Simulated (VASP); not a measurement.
ZnS: band gap against strain

ZnS (wurtzite, P6_3mc, 20.162 Å³/atom and stress up to 0.26 GPa in the relaxed cell, c along z) under an equal strain ε along x and y, with z held. PBE in VASP (plane waves, PAW), 480 eV, 12×12×6 Γ-centred mesh, Gaussian smearing 0.05 eV; ions are relaxed, or left where forces stay under 0.02 eV/Å, within the symmetry of each cell. Gaps are the smallest on the run's k-mesh, which can miss an edge that lies off it, without spin-orbit coupling; in all rows the valence edge lies at Γ and the conduction edge at Γ.

Here s stands for strain and Eg for gap.

| strain (%) | gap (eV) |
|---|---|
| -3.00 | ? |
| -1.50 | 2.177 |
| -1.00 | 2.149 |
| -0.50 | 2.120 |
| 0.00 | 2.090 |

Q: Using a straight line, estimate the missing Eg at s = -3.00 from the other rows, showing the fit.

A: Means: s -0.75000, Eg 2.1340. About the means, the sum of products is -0.072500 and the sum of squares of s is 1.2500; the slope is their ratio. Least squares gives Eg = 2.0905 - 0.05800·s. Residuals (row less fit): -0.0005, 0.0005, 0.0005, -0.0005; standard error 0.0007 (degrees of freedom: 2). Over these rows the gap moves by -5.80 ± 0.06 eV per unit strain. At the withheld row, Eg = 2.0905 - 0.05800 × (-3.0) = 2.2645 eV. The calculation gives 2.249 eV, 0.0155 eV below the prediction (9.7 % of the range of Eg in the table). The row lies outside the fitted rows, so this is an extrapolation. From the scatter of the fitted rows alone, a prediction at this place has a standard error of 0.0016 eV, so the miss is 9.7 times that.

A polynomial of degree 2 through the 6 other runs of the series gives 2.250 there, so most of the miss is curvature that the fit leaves out. ZnS is here the high-temperature form. Rows are the converged runs of the series near zero and its far end, less any whose ions stayed unrelaxed beside relaxed ones; series whose fitted rows scatter by over a few per cent of the range, as at a crossing or softening among them, aren't shown in this form. Most that stay on the fit to the last digits aren't either.
